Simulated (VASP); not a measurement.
All values below come from PBE GGA, VASP's PBE PAW potentials (set 64) (plane waves; VASP).

VASP ran on this input.

### KPOINTS
```
Automatic
0
Gamma
 1 1 1
```

**INCAR**
```
# general
SYSTEM  = Zn32S31
PREC    = Normal
ENCUT   = 400
LREAL   = Auto
LASPH   = .TRUE.
ISYM    = 0
NELECT  = 568.0

# electronic loop
EDIFF   = 1E-5
NELM    = 100
NELMIN  = 4
ALGO    = Fast
LMAXMIX = 4

# smearing
ISMEAR  = 0
SIGMA   = 0.05

# functional
GGA     = PE

# ions
IBRION  = 2
NSW     = 60
ISIF    = 2
EDIFFG  = -0.03

# output
LWAVE   = .FALSE.
LCHARG  = .FALSE.
```

POSCAR:
```
Zn32S31
1.0
 10.8925962364   0.0000000000   0.0000000000
  0.0000000000  10.8925962364   0.0000000000
  0.0000000000   0.0000000000  10.8925962364
Zn S
32 31
Direct
  0.5000000000   0.0000000000   0.0000000000
  0.7500000000   0.2500000000   0.0000000000
  0.7500000000   0.0000000000   0.2500000000
  0.0000000000   0.0000000000   0.0000000000
  0.2500000000   0.2500000000   0.0000000000
  0.5000000000   0.5000000000   0.0000000000
  0.7500000000   0.7500000000   0.0000000000
  0.2500000000   0.0000000000   0.2500000000
  0.5018710000   0.2545450000   0.2512640000
  0.7455480000   0.4966690000   0.2513430000
  0.5000000000   0.0000000000   0.5000000000
  0.7545720000   0.2463040000   0.5027420000
  0.7500000000   0.0000000000   0.7500000000
  0.0000000000   0.5000000000   0.0000000000
  0.2500000000   0.7500000000   0.0000000000
  0.0000000000   0.2500000000   0.2500000000
  0.2500000000   0.5000000000   0.2500000000
  0.5000000000   0.7500000000   0.2500000000
  0.0000000000   0.0000000000   0.5000000000
  0.2500000000   0.2500000000   0.5000000000
  0.5032770000   0.4954770000   0.4965310000
  0.7500000000   0.7500000000   0.5000000000
  0.2500000000   0.0000000000   0.7500000000
  0.5000000000   0.2500000000   0.7500000000
  0.7500000000   0.5000000000   0.7500000000
  0.0000000000   0.7500000000   0.2500000000
  0.0000000000   0.5000000000   0.5000000000
  0.2500000000   0.7500000000   0.5000000000
  0.0000000000   0.2500000000   0.7500000000
  0.2500000000   0.5000000000   0.7500000000
  0.5000000000   0.7500000000   0.7500000000
  0.0000000000   0.7500000000   0.7500000000
  0.6250000000   0.1250000000   0.1250000000
  0.8750000000   0.3750000000   0.1250000000
  0.8750000000   0.1250000000   0.3750000000
  0.1250000000   0.1250000000   0.1250000000
  0.3750000000   0.3750000000   0.1250000000
  0.6250000000   0.6250000000   0.1250000000
  0.8750000000   0.8750000000   0.1250000000
  0.3750000000   0.1250000000   0.3750000000
  0.8750000000   0.6250000000   0.3750000000
  0.6250000000   0.1250000000   0.6250000000
  0.8750000000   0.3750000000   0.6250000000
  0.8750000000   0.1250000000   0.8750000000
  0.1250000000   0.6250000000   0.1250000000
  0.3750000000   0.8750000000   0.1250000000
  0.1250000000   0.3750000000   0.3750000000
  0.3750000000   0.6250000000   0.3750000000
  0.6250000000   0.8750000000   0.3750000000
  0.1250000000   0.1250000000   0.6250000000
  0.3750000000   0.3750000000   0.6250000000
  0.6250000000   0.6250000000   0.6250000000
  0.8750000000   0.8750000000   0.6250000000
  0.3750000000   0.1250000000   0.8750000000
  0.6250000000   0.3750000000   0.8750000000
  0.8750000000   0.6250000000   0.8750000000
  0.1250000000   0.8750000000   0.3750000000
  0.1250000000   0.6250000000   0.6250000000
  0.3750000000   0.8750000000   0.6250000000
  0.1250000000   0.3750000000   0.8750000000
  0.3750000000   0.6250000000   0.8750000000
  0.6250000000   0.8750000000   0.8750000000
  0.1250000000   0.8750000000   0.8750000000
```

POTCAR, in this order: Zn S (PBE.64 set). Program: vasp_gam.

Output of the run:

File OSZICAR:
```
...
RMM:   2    -0.215959528689E+03   -0.21449E+00   -0.22712E+00   680   0.263E+00    0.682E-01
RMM:   3    -0.215978877946E+03   -0.19349E-01   -0.22376E-01   693   0.856E-01    0.598E-01
RMM:   4    -0.215980732849E+03   -0.18549E-02   -0.34215E-02   690   0.410E-01    0.528E-01
RMM:   5    -0.215979938003E+03    0.79485E-03   -0.11785E-02   680   0.196E-01    0.148E-01
RMM:   6    -0.215980475800E+03   -0.53780E-03   -0.41895E-03   683   0.105E-01    0.183E-01
RMM:   7    -0.215980308123E+03    0.16768E-03   -0.86035E-04   698   0.551E-02    0.128E-01
RMM:   8    -0.215980182106E+03    0.12602E-03   -0.23449E-03   755   0.587E-02    0.428E-02
RMM:   9    -0.215980139776E+03    0.42331E-04   -0.20906E-04   662   0.294E-02    0.164E-02
RMM:  10    -0.215980151615E+03   -0.11840E-04   -0.46635E-05   496   0.138E-02    0.185E-02
RMM:  11    -0.215980150306E+03    0.13092E-05   -0.24823E-05   456   0.981E-03
   5 F= -.21598015E+03 E0= -.21598015E+03  d E =-.379913E+00
       N       E                     dE             d eps       ncg     rms          rms(c)
DAV:   1    -0.214127292549E+03    0.18529E+01   -0.11004E+03   692   0.525E+01    0.496E+00
RMM:   2    -0.216123459946E+03   -0.19962E+01   -0.20814E+01   680   0.815E+00    0.171E+00
RMM:   3    -0.216268283360E+03   -0.14482E+00   -0.17276E+00   699   0.244E+00    0.131E+00
RMM:   4    -0.216285106921E+03   -0.16824E-01   -0.22676E-01   690   0.103E+00    0.122E+00
RMM:   5    -0.216282056240E+03    0.30507E-02   -0.48441E-02   680   0.434E-01    0.549E-01
RMM:   6    -0.216284560626E+03   -0.25044E-02   -0.31015E-02   685   0.264E-01    0.399E-01
RMM:   7    -0.216283422667E+03    0.11380E-02   -0.46508E-03   684   0.140E-01    0.234E-01
RMM:   8    -0.216282982313E+03    0.44035E-03   -0.57797E-03   683   0.102E-01    0.616E-02
RMM:   9    -0.216283020587E+03   -0.38274E-04   -0.78698E-04   684   0.616E-02    0.346E-02
RMM:  10    -0.216283039312E+03   -0.18725E-04   -0.23591E-04   727   0.296E-02    0.264E-02
RMM:  11    -0.216283046962E+03   -0.76503E-05   -0.59986E-05   523   0.144E-02
   6 F= -.21628305E+03 E0= -.21628305E+03  d E =-.682809E+00
       N       E                     dE             d eps       ncg     rms          rms(c)
DAV:   1    -0.216200311225E+03    0.82728E-01   -0.16158E+02   704   0.208E+01    0.486E+00
RMM:   2    -0.216470347508E+03   -0.27004E+00   -0.29261E+00   680   0.339E+00    0.106E+00
RMM:   3    -0.216517045234E+03   -0.46698E-01   -0.51486E-01   688   0.139E+00    0.110E+00
RMM:   4    -0.216522683075E+03   -0.56378E-02   -0.10335E-01   702   0.721E-01    0.957E-01
RMM:   5    -0.216520228846E+03    0.24542E-02   -0.26019E-02   681   0.367E-01    0.229E-01
RMM:   6    -0.216521358149E+03   -0.11293E-02   -0.83222E-03   683   0.171E-01    0.178E-01
RMM:   7    -0.216521263145E+03    0.95004E-04   -0.14286E-03   713   0.804E-02    0.125E-01
RMM:   8    -0.216521061270E+03    0.20188E-03   -0.64498E-04   702   0.460E-02    0.892E-02
RMM:   9    -0.216521092362E+03   -0.31092E-04   -0.17624E-04   673   0.255E-02    0.128E-01
RMM:  10    -0.216521049806E+03    0.42555E-04   -0.38263E-04   721   0.231E-02    0.368E-02
RMM:  11    -0.216521053165E+03   -0.33584E-05   -0.39854E-05   490   0.119E-02
   7 F= -.21652105E+03 E0= -.21652105E+03  d E =-.238006E+00
       N       E                     dE             d eps       ncg     rms          rms(c)
DAV:   1    -0.216516565627E+03    0.44842E-02   -0.69684E+00   736   0.426E+00    0.902E-01
RMM:   2    -0.216527357648E+03   -0.10792E-01   -0.11668E-01   680   0.648E-01    0.228E-01
RMM:   3    -0.216529298095E+03   -0.19404E-02   -0.21556E-02   685   0.286E-01    0.194E-01
RMM:   4    -0.216529536348E+03   -0.23825E-03   -0.44009E-03   704   0.146E-01    0.169E-01
RMM:   5    -0.216529448700E+03    0.87647E-04   -0.10745E-03   680   0.770E-02    0.510E-02
RMM:   6    -0.216529497767E+03   -0.49067E-04   -0.38963E-04   684   0.360E-02    0.331E-02
RMM:   7    -0.216529495448E+03    0.23192E-05   -0.65099E-05   555   0.163E-02
   8 F= -.21652950E+03 E0= -.21652950E+03  d E =-.246448E+00
       N       E                     dE             d eps       ncg     rms          rms(c)
DAV:   1    -0.216541788899E+03   -0.12291E-01   -0.23890E+01   704   0.871E+00    0.139E+00
RMM:   2    -0.216563508142E+03   -0.21719E-01   -0.26508E-01   680   0.104E+00    0.400E-01
RMM:   3    -0.216567881947E+03   -0.43738E-02   -0.50138E-02   690   0.430E-01    0.371E-01
RMM:   4    -0.216567909596E+03   -0.27649E-04   -0.80484E-03   690   0.218E-01    0.269E-01
RMM:   5    -0.216567679700E+03    0.22990E-03   -0.29808E-03   680   0.119E-01    0.894E-02
RMM:   6    -0.216567753680E+03   -0.73980E-04   -0.71587E-04   694   0.534E-02    0.870E-02
RMM:   7    -0.216567676815E+03    0.76865E-04   -0.36014E-04   680   0.340E-02    0.348E-02
RMM:   8    -0.216567690269E+03   -0.13455E-04   -0.13116E-04   669   0.201E-02    0.122E-02
RMM:   9    -0.216567691497E+03   -0.12280E-05   -0.19505E-05   440   0.947E-03
   9 F= -.21656769E+03 E0= -.21656769E+03  d E =-.381960E-01
       N       E                     dE             d eps       ncg     rms          rms(c)
DAV:   1    -0.216567901602E+03   -0.21133E-03   -0.18478E+00   736   0.243E+00    0.383E-01
RMM:   2    -0.216569579877E+03   -0.16783E-02   -0.20285E-02   680   0.286E-01    0.109E-01
RMM:   3    -0.216569912609E+03   -0.33273E-03   -0.38329E-03   691   0.120E-01    0.105E-01
RMM:   4    -0.216569915037E+03   -0.24287E-05   -0.62900E-04   687   0.619E-02    0.756E-02
RMM:   5    -0.216569896131E+03    0.18906E-04   -0.23409E-04   680   0.337E-02    0.246E-02
RMM:   6    -0.216569902896E+03   -0.67648E-05   -0.60314E-05   588   0.152E-02
  10 F= -.21656990E+03 E0= -.21656990E+03  d E =-.404074E-01
       N       E                     dE             d eps       ncg     rms          rms(c)
DAV:   1    -0.216568697451E+03    0.11987E-02   -0.58403E+00   704   0.434E+00    0.774E-01
RMM:   2    -0.216575641494E+03   -0.69440E-02   -0.80133E-02   680   0.557E-01    0.227E-01
RMM:   3    -0.216576972822E+03   -0.13313E-02   -0.15328E-02   693   0.235E-01    0.191E-01
RMM:   4    -0.216576993904E+03   -0.21082E-04   -0.24665E-03   688   0.116E-01    0.145E-01
RMM:   5    -0.216576921519E+03    0.72385E-04   -0.88837E-04   680   0.661E-02    0.441E-02
RMM:   6    -0.216576946535E+03   -0.25016E-04   -0.23186E-04   701   0.299E-02    0.413E-02
RMM:   7    -0.216576932611E+03    0.13924E-04   -0.60370E-05   569   0.151E-02    0.261E-02
RMM:   8    -0.216576931322E+03    0.12891E-05   -0.61760E-05   512   0.124E-02
  11 F= -.21657693E+03 E0= -.21657693E+03  d E =-.702843E-02
       N       E                     dE             d eps       ncg     rms          rms(c)
DAV:   1    -0.216576923425E+03    0.91858E-05   -0.21368E-03   752   0.875E-02    0.123E-02
RMM:   2    -0.216576926788E+03   -0.33630E-05   -0.41669E-05   500   0.154E-02    0.458E-03
RMM:   3    -0.216576927332E+03   -0.54325E-06   -0.69617E-06   380   0.558E-03    0.504E-03
RMM:   4    -0.216576927393E+03   -0.61489E-07   -0.14707E-06   372   0.313E-03
  12 F= -.21657693E+03 E0= -.21657693E+03  d E =-.702450E-02
       N       E                     dE             d eps       ncg     rms          rms(c)
DAV:   1    -0.216575799235E+03    0.11281E-02   -0.25119E+00   688   0.283E+00    0.527E-01
RMM:   2    -0.216579352726E+03   -0.35535E-02   -0.41068E-02   680   0.393E-01    0.137E-01
RMM:   3    -0.216580054178E+03   -0.70145E-03   -0.77749E-03   691   0.167E-01    0.145E-01
RMM:   4    -0.216580063444E+03   -0.92659E-05   -0.12415E-03   693   0.823E-02    0.106E-01
RMM:   5    -0.216580028727E+03    0.34717E-04   -0.45896E-04   680   0.465E-02    0.296E-02
RMM:   6    -0.216580041609E+03   -0.12882E-04   -0.10831E-04   646   0.206E-02    0.290E-02
RMM:   7    -0.216580032521E+03    0.90875E-05   -0.27503E-05   445   0.107E-02
  13 F= -.21658003E+03 E0= -.21658003E+03  d E =-.310513E-02
```

### OUTCAR
```
------------------------ aborting loop because EDIFF is reached ----------------------------------------
  FORCE on cell =-STRESS in cart. coord.  units (eV):
  Direction    XX          YY          ZZ          XY          YZ          ZX
  --------------------------------------------------------------------------------------
  Total       -9.3395782     -9.3422032     -9.3447878     -0.0362494     -0.0177381      0.0256465
  in kB      -11.5782688    -11.5815231    -11.5847272     -0.0449383     -0.0219898      0.0317939
  external PRESSURE =     -11.5815063 kB  Pullay stress =       0.0000000 kB
  volume of cell :     1292.39
      direct lattice vectors                 reciprocal lattice vectors
    10.892596236  0.000000000  0.000000000     0.091805478  0.000000000  0.000000000
     0.000000000 10.892596236  0.000000000     0.000000000  0.091805478  0.000000000
     0.000000000  0.000000000 10.892596236     0.000000000  0.000000000  0.091805478
  FREE ENERGIE OF THE ION-ELECTRON SYSTEM (eV)
  ---------------------------------------------------
  free  energy   TOTEN  =      -216.5800325215 eV

  energy  without entropy=     -216.5800325215  energy(sigma->0) =     -216.58003252

 reached required accuracy - stopping structural energy minimisation
```
(Selected blocks of OUTCAR.)

CONTCAR:
```
Zn32S31
   1.00000000000000
    10.8925962363999993    0.0000000000000000    0.0000000000000000
     0.0000000000000000   10.8925962363999993    0.0000000000000000
     0.0000000000000000    0.0000000000000000   10.8925962363999993
  Zn              S
    32    31
Direct
     0.4995859631702292    0.9981923035067923    0.9983258698360632
     0.7499715223813797    0.2499812053361416    0.9964033483736930
     0.7499342712738212    0.9964102996094301    0.2501812599704170
     0.0003743248977743    0.9996141285572152    0.9998122996142341
     0.2483380559028434    0.2494023601472553    0.9981596098448197
     0.5000260536830412    0.4999914723781062    0.9962242126130143
     0.7505666729245229    0.7516498872314508    0.9982078467249732
     0.2482517141966330    0.9980974787877880    0.2495336041815391
     0.4706409784365628    0.2207907656428236    0.2205636005285512
     0.7792404615573638    0.5292681303599984    0.2205666148988111
     0.5002815803896615    0.9967112453730579    0.4999073866199654
     0.7801254284271262    0.2199835188388817    0.5298248086219894
     0.7505664599376657    0.9976516389116857    0.7520998427990822
     0.0017381420240583    0.5004082812499115    0.9983029613979779
     0.2496159292558737    0.7503627197163287    0.9995565225024586
     0.0036526514291624    0.2500010944580315    0.2501515826545365
     0.2462444269300454    0.4999595289810407    0.2500343132896266
     0.5000894941057407    0.7536504967328590    0.2501011994241880
     0.0021893623466275    0.9977265892033937    0.5005697652050838
     0.2463454014722483    0.2500007630227800    0.4998917270674147
     0.4705949026762937    0.5292183006639707    0.5293923297998779
     0.7498632311312426    0.7535251255252083    0.4998953763255292
     0.2498117780725150    0.9994452828792667    0.7504371966409573
     0.5003080529916171    0.2499852930128409    0.7535732185378861
     0.7499703292802380    0.4997116942753426    0.7535798241974896
     0.0018259139564194    0.7517532809238758    0.2495528682621221
     0.0033896923086247    0.4997697183302045    0.4999095630716255
     0.2485148925588998    0.7515250603745400    0.5005937044470228
     0.0022922127794544    0.2493769355445789    0.7521490559826283
     0.2483326042864710    0.5004147972410427    0.7515914393958275
     0.4995646258729390    0.7516379541124588    0.7515741088916353
     0.0004960037511220    0.7501862101493074    0.7504355556180707
     0.6276460587798103    0.1237841495523485    0.1238498747098751
     0.8762464485647106    0.3722757949088576    0.1238216347196349
     0.8765769690652118    0.1234483924265118    0.3725165370954855
     0.1254630834204958    0.1249323434213608    0.1249809640966897
     0.3738303393524799    0.3777594989082722    0.1238075276833491
     0.6222556962483544    0.6260870375551615    0.1238442605649947
     0.8749920791141573    0.8746060782822120    0.1250394497229323
     0.3739225393608395    0.1238781699175863    0.3776109236347688
     0.8761081459778836    0.6260256200972489    0.3776293762520714
     0.6227802943635938    0.1236104006674613    0.6263962964981777
     0.8764616991616875    0.3772727205281229    0.6264563393344569
     0.8751337179325610    0.1248319273897894    0.8746875038026668
     0.1246365625347762    0.6251349160006499    0.1249309592881273
     0.3748956593393664    0.8752935414255917    0.1249443352469119
     0.1250707997939048    0.3749819287003727    0.3750053333970200
     0.3739363346098230    0.6259466832802428    0.3722891336764670
     0.6249997573649626    0.8749134911920713    0.3750166858216020
     0.1247814448277128    0.1247960719549310    0.6251504542806985
     0.3739270851046126    0.3721749524780920    0.6261619117030693
     0.6276812851066337    0.6259122389236526    0.6261218937570061
     0.8750873055329901    0.8751296173427728    0.6251015492151414
     0.3750450323445163    0.1248921548313789    0.8753171599844884
     0.6250384472160035    0.3749404047233961    0.8750115577453450
     0.8750668881684223    0.6249584480507713    0.8753262286098877
     0.1253026346007101    0.8746581310529702    0.3749918067665800
     0.1253931570556549    0.6249196189982444    0.6249814917239409
     0.3751257007919920    0.8746528146485697    0.6249767419234058
     0.1252700517054936    0.3750740018210694    0.8751445270123810
     0.3748938754618135    0.6250887825874929    0.8745073753576176
     0.6249066894661479    0.8747010378248282    0.8751443269727702
     0.1250490832244613    0.8749104694303597    0.8750132220633183
```

The cell is charged, with a uniform compensating background. The supercell is sampled at Γ alone, which is coarse: total energies, pressure and levels can be off, energies of defects by several tenths of an eV.

The cell is a supercell with a defect, built from ZnS (zinc blende): vac_S, charge +2. The run is not spin-polarised, so no state with unpaired spins was tried.
